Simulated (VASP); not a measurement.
Here is the system:

```
Sr
1.0
    3.97762     0.00000     0.00000
    0.00000     3.97762     0.00000
    0.00000     0.00000     3.97762
Sr
1
Direct
  0.00000   0.00000   0.00000
```

All values below come from r2SCAN meta-GGA, VASP's PBE PAW potentials (set 64) (plane waves; VASP 6.6.1). Settings: 400 eV cut-off, 8×8×8 Γ-centred mesh, first-order Methfessel-Paxton smearing of 0.10 eV, potentials Sr_sv.

Energy and stress use the plane-wave basis of the starting cell.

The ions, cell shape and volume are relaxed. Which structure does the run end with?

```
Sr
1.0
    3.81205     0.00000     0.00000
    0.00000     3.81205     0.00000
    0.00000     0.00000     3.81205
Sr
1
Direct
  0.00000   0.00000   0.00000
```
Space group Pm-3m (221), at a tolerance of 0.03 Å.

How do energy and volume change from the first to the last step?

The energy (σ→0) changes by -17.9 meV/atom and the volume by -12.0 %, in 5 ionic steps.

The structure was generated: Sr was put into the simple-cubic type (Pm-3m), which need not be its known phase. This run relaxes it. Symmetry was kept, so distortions that lower it aren't found.
